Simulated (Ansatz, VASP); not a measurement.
# YbAl3: VASP beside Ansatz, part 2 of 2

Wanted: the spread between two codes on one cell, functional and k mesh. The cell is taken from a series of runs on this material, whose earlier steps may have relaxed, scaled, displaced or heated it; both programs get it as it stands.

VASP 6.6.1 and Ansatz 0.2.0.

So far: Set-up; VASP: relaxation of cell and atoms, PBEsol.

## (3) Ansatz: relaxation of cell and atoms, PBEsol

Level of this step: Ansatz beside VASP: Kohn-Sham DFT, plane waves, PBEsol (Ansatz).

Ansatz runs on its default PAW (the set named soft_2) files.

The same cell, functional, mesh and smearing now go to Ansatz, which takes its cutoff from its data sets.

input.yaml

```yaml
crystal:
  lattice:
    - [4.1794021647, 0.0, 0.0]
    - [0.0, 4.1794021647, 0.0]
    - [0.0, 0.0, 4.1794021647]
  atoms:
    - { symbol: Yb, position: [0.0, 0.0, 0.0] }
    - { symbol: Al, position: [0.0, 0.5, 0.5] }
    - { symbol: Al, position: [0.5, 0.5, 0.0] }
    - { symbol: Al, position: [0.5, 0.0, 0.5] }
kpoints:
  mp_grid: { grid: [12, 12, 12] }
hamiltonian:
  xc: pbesol
scf:
  occupations: { method: methfessel_paxton, width: 0.2 }
output:
  forces: true
  stress: true
  eigenvalues: true
relax:
  adjacent_minimum: "off"
  f_tol: 0.001
  max_steps: 60
  cell: { stress_tol: 0.01 }
```

Started as:

```
$ ansatz run input.yaml --threads 4 --pin off --max-ram 14336MiB --backend cpu --events-out ev --progress --plain --runs-dir out
```

Numbers of over 12 decimals in the logs are rounded to 6 here.

The log of the run:

```text
Engine: ansatz 0.2.0, aarch64-unknown-linux-gnu
Pseudopotentials: kind: paw
Pseudopotential: Yb, paw, valence charge 24, recommended cutoff 420 eV (normal), Yb.paw.azcp
Pseudopotential: Al, paw, valence charge 3, recommended cutoff 420 eV (normal), Al.paw.azcp
Functional definition: PBEsol
  exchange = pbesol_x
  correlation = pbesol_c
Crystal: 4 atoms, lattice volume = 73.003 Å³
Basis set: ecut = 420 eV, 1365 PW (Γ), exchange–correlation on 60×60×60 points (8 copies of the dense FFT grid, shifted against one another)
Bands: 21, of which v1, the nominal top of the filled ones, is band 17 counted from 1 (16 counted from 0)
Symmetry: 48 space group operations
Space group: Pm-3m (ITA 221), of the structure as read, at distance tolerance 4.2e-5 Å
k-points: 84 of 1728
Non-local potential: Yb, projectors of the file, l = 0: 3, l = 1: 2, l = 2: 2, l = 3: 3
Non-local potential: Al, projectors of the file, l = 0: 2, l = 1: 2, l = 2: 1
PAW form: soft (Blöchl's): semilocal exchange-correlation on the pseudo side does not see the compensation charge
PAW frozen core: Yb, regenerated for the run's functional, and the local potential with it (the file was generated under x = pbe(κ = 0.804, μ = 0.219515), c = pbe(β = 0.066725))
PAW frozen core: Al, regenerated for the run's functional, and the local potential with it (the file was generated under x = pbe(κ = 0.804, μ = 0.219515), c = pbe(β = 0.066725))
PAW one-centre angular grid: Yb, 590 points (default); XC on 64 Gauss nodes
PAW one-centre angular grid: Al, 110 points (default); XC on 64 Gauss nodes
Initial density: superposition of atomic densities (chi_scale 0.1, normalization cell)
Initial wavefunctions: pseudopotential atomic-orbital guess
Functional: x = pbesol(κ = 0.804, μ = 0.123457), c = pbesol(β = 0.046)
SCF iter   1: F=—  HF=-15252.661713 eV  |F-HF|=—  |Δ(HF+E_count)|=         —  Δρ=1.73e-1  dr2=1.88e1  ethr=3.10e-3  ⟨swp⟩=6.3  Hψ=9213  notcnv=0
preconditioner: auto → Kerker (q_TF=auto, 2.390 Å⁻¹)  [metal: Δε(μ)=0.002 eV  Ē_g=8.167 eV  σ=0.200 eV  W_gap=0.01  n_scr=18 (ndim 8)  ℏωp=24.2 eV  f_vac=0.000  D(μ)=16.54/eV (n_scr^D=340)]
SCF iter   2: F=—  HF=-15251.874422 eV  |F-HF|=—  |Δ(HF+E_count)|=   7.87e-1  S|Δr|=    0.00e0  Δρ=7.51e-2  dr2=3.63e0  ethr=3.10e-3  ⟨swp⟩=2.8  Hψ=3515  notcnv=0
SCF iter   3: F=—  HF=-15251.652908 eV  |F-HF|=—  |Δ(HF+E_count)|=   2.22e-1  S|Δr|=    0.00e0  Δρ=6.18e-3  dr2=3.59e-2  ethr=3.10e-3  ⟨swp⟩=1.8  Hψ=2012  notcnv=0
SCF iter   4: F=—  HF=-15251.641586 eV  |F-HF|=—  |Δ(HF+E_count)|=   1.13e-2  S|Δr|=    0.00e0  Δρ=1.33e-3  dr2=1.69e-3  ethr=1.09e-4  ⟨swp⟩=2.1  Hψ=3850  notcnv=0
SCF iter   5: F=—  HF=-15251.642193 eV  |F-HF|=—  |Δ(HF+E_count)|=   6.08e-4  S|Δr|=    0.00e0  Δρ=2.69e-3  dr2=5.06e-3  ethr=5.13e-6  ⟨swp⟩=3.0  Hψ=3906  notcnv=0
SCF iter   6: F=—  HF=-15251.640484 eV  |F-HF|=—  |Δ(HF+E_count)|=   1.71e-3  S|Δr|=    0.00e0  Δρ=2.33e-4  dr2=5.10e-5  ethr=5.13e-6  ⟨swp⟩=2.0  Hψ=3168  notcnv=0
SCF iter   7: F=—  HF=-15251.640463 eV  |F-HF|=—  |Δ(HF+E_count)|=   2.14e-5  S|Δr|=    0.00e0  Δρ=7.86e-5  dr2=6.09e-6  ethr=1.55e-7  ⟨swp⟩=2.0  Hψ=2990  notcnv=0
SCF iter   8: F=—  HF=-15251.640547 eV  |F-HF|=—  |Δ(HF+E_count)|=   8.43e-5  S|Δr|=    0.00e0  Δρ=1.20e-5  dr2=2.11e-7  ethr=1.84e-8  ⟨swp⟩=2.3  Hψ=2768  notcnv=0
SCF iter   9: F=-15251.640547 eV  HF=-15251.640547 eV  |F-HF|=2.36e-8  |Δ(HF+E_count)|=   3.90e-8  S|Δr|=    0.00e0  Δρ=5.07e-6  dr2=2.97e-8  ethr=3.03e-10  ⟨swp⟩=7.7  Hψ=10185  notcnv=0
SCF 1 converged in 9 iterations: F = -15251.640547 eV  dr2 = 2.97e-8
  greatest PAW one-centre occupation: 0.997 electrons in one spin orbital (limit 2), on the Yb atom at site 0 (counted from 0), in its partial waves of l = 0
relax step   1: F+E_penalty+E_count = -15251.64054725 eV  Δ(F+E_penalty+E_count) = +0.000e0 eV  max|allowed force component| = 1.417e-30 eV/Å  Δτ_max = 0.0000 Å  P = -0.216 GPa  Ω = 73.003 Å³  (9 SCF iters, dr2 threshold 1.00e-7 eV, accepted)
[...]
relax step   2: F+E_penalty+E_count = -15251.64071176 eV  Δ(F+E_penalty+E_count) = -1.645e-4 eV  max|allowed force component| = 7.108e-31 eV/Å  Δτ_max = 0.0000 Å  P = +0.155 GPa  Ω = 72.650 Å³  energy of the carried Pulay correction = +9.628e-5 eV  (5 SCF iters, dr2 threshold 1.16e-7 eV, accepted)
[...]
relax step   3: F+E_penalty+E_count = -15251.64074284 eV  Δ(F+E_penalty+E_count) = -3.109e-5 eV  max|allowed force component| = 4.684e-31 eV/Å  Δτ_max = 0.0000 Å  P = -0.000 GPa  Ω = 72.797 Å³  energy of the carried Pulay correction = +5.608e-5 eV  (5 SCF iters, dr2 threshold 6.00e-8 eV, accepted)
[...]
relax step   4: F+E_penalty+E_count = -15251.64068903 eV  Δ(F+E_penalty+E_count) = +5.381e-5 eV  max|allowed force component| = 2.157e-31 eV/Å  Δτ_max = 0.0000 Å  P = -0.002 GPa  Ω = 72.797 Å³  stress off target by 1.56e-3 GPa  SCF on the basis re-selected at this cell (its energy is not comparable with the rows above)  (7 SCF iters)
basis re-selected at this cell: Δ(F+E_penalty+E_count) = +5.381e-5 eV, ΔP = -0.001 GPa vs the last step (what re-selecting the basis moved, of the pressure what is left beyond the Pulay correction that the steps carried, after the strain that the cell walked since its last selection, with what the two solves' SCF thresholds leave and, on support functions, any second-order correction that the steps lacked; it is no m [...]
SCF converged after 7 iterations
Stability not checked: this state was not tested for a lower state beside it, because cold or Methfessel-Paxton smearing, or corrected tetrahedra, fill the levels in a way that the test cannot read (fill_not_monotonic; see scf.lower_state_search)
Free energy (F): -15251.640689 eV
Harris-Foulkes:  -15251.640689 eV  (|F-HF|=3.64e-12)
Internal energy: -15251.750687 eV  (E = F + TS)
E sigma→0 (E₀):  -15251.668188 eV
Entropy (-TS):   0.109998 eV (27.499 meV/atom)
Fermi energy:    10.252956 eV
Step filling:    the computed levels leave a gap of 0.0112 eV = 0.1 smearing widths at the electron count; against every level under it full and every level over it empty, smearing changes F+E_penalty+E_count by +27.164 meV and its σ→0 estimate by -0.335 meV
--- Per-component energies (eV) ---
  E_band       = 54.155979
  E_kinetic    = 436.500448
  E_local      = -7111.869845  (includes V_loc(G=0)·N_el)
  E_nonlocal   = 567.095384
  E_hartree    = 3171.018454
  E_xc         = -285.775134
  E_vxc        = -297.513206  (∫ρ·V_xc dr)
  E_paw        = -8591.627315  (= ΣΔE_a)
  E_vpaw       = 117.906340  (= ΣTr[D̂ρ^β])
  E_aug_tail   = -0.000005  (compensation charges beyond the density's cutoff)
  E_ewald      = -3438.279286
  E_core_change = 1.186611  (= ΣΔE_core)
  E_smearing   = 0.109998  (= −TS)
  E_closure    = -0.000000  (closes the sum)
  Σ components = -15251.640689   (vs F -15251.640689, Δ=0.00e0)
--- Forces (eV/Å), atoms counted from 1 ---
  atom   1  Yb    -0.00000000    -0.00000000     0.00000000
  atom   2  Al     0.00000000    -0.00000000    -0.00000000
  atom   3  Al    -0.00000000     0.00000000     0.00000000
  atom   4  Al    -0.00000000    -0.00000000     0.00000000
  max |Σ_I F_I| component: 5.67e-31 eV/Å
--- Stress (GPa, compression-positive) ---
       -0.001558       0.000000      -0.000000
        0.000000      -0.001558       0.000000
       -0.000000       0.000000      -0.001558
  P = ⅓ Tr σ = -0.0016 GPa (-0.016 kbar)
--- Band table (eV; the first three rows and the last of 84) ---
  k-point 0: bands = [... 13 lower, 10.0093, 10.2324, 10.2324, 10.2324, 11.9411, 13.0688, 13.0688, 13.0688]
  k-point 1: bands = [... 13 lower, 10.0077, 10.2196, 10.2196, 10.2473, 12.2688, 12.9205, 12.9205, 13.1066]
  k-point 2: bands = [... 13 lower, 10.0035, 10.1821, 10.1821, 10.3443, 12.6323, 12.6323, 13.0597, 13.2151]
  k-point 83: bands = [... 13 lower, 10.0035, 10.0336, 10.0336, 10.0336, 10.0773, 11.6173, 15.7045, 15.7045]
--- Relaxed structure (3 steps of the walk, 3 accepted, 1 SCFs on fresh bases) ---
  F+E_penalty+E_count = -15251.64068903 eV   max|allowed force component| = 2.157e-31 eV/Å   (the final SCF, on the basis selected at the relaxed cell)
  cell:  # Å, volume = 72.7972 Å³
    - [4.175466, 0, 0.0]
    - [0, 4.175466, 0]
    - [0, 0, 4.175466]
  atoms:
    - { symbol: Yb, position: [0, 0, 0] }
    - { symbol: Al, position: [0, 0.5, 0.5] }
    - { symbol: Al, position: [0.5, 0.5, 0] }
    - { symbol: Al, position: [0.5, 0, 0.5] }
```

The column dr2 measures how far the density is from self-consistency, as an energy; F and HF (Harris–Foulkes) agree once it is small.

## (4) Comparison

Known differences besides the potentials themselves: the cutoff is 420 eV in Ansatz and 600 eV in VASP; Ansatz makes its cores anew for this functional, VASP keeps those of its PBE data sets; Ansatz adds a Pulay correction to the stress that steers its cell, VASP none. Total energies have different zeros and are not compared.

Both answers:

| quantity | Ansatz | VASP | difference |
| --- | --- | --- | --- |
| volume (Å³) | 72.80 | 72.91 | -0.15 % |
| edge a after relaxation, in the typed setting (Å) | 4.176 | 4.178 | -0.05 % |

## (5) Outcome

* difference in volume (relaxation of cell and atoms, PBEsol): -0.15 %

The difference in volume is -0.15 % (relaxation of cell and atoms, PBEsol), within the 1.2 % picked in this series as the mark of a large difference, as far as the stopping tolerances let one tell. How closely two codes agree says nothing of how well the functional describes the real material.

[Lines on the potential files, build, host, timing and source positions are cut from VASP's logs without a mark.]

[Logs are printed without paths, hosts, clocks, repeated set-up lines and the standing remarks that a program may print on its own settings, such as how far it seeks lower states.]

[Hosts, paths, dates, database ids (printed as entryN), source tags and the programs' standing remarks are cut or masked in the printed files.]
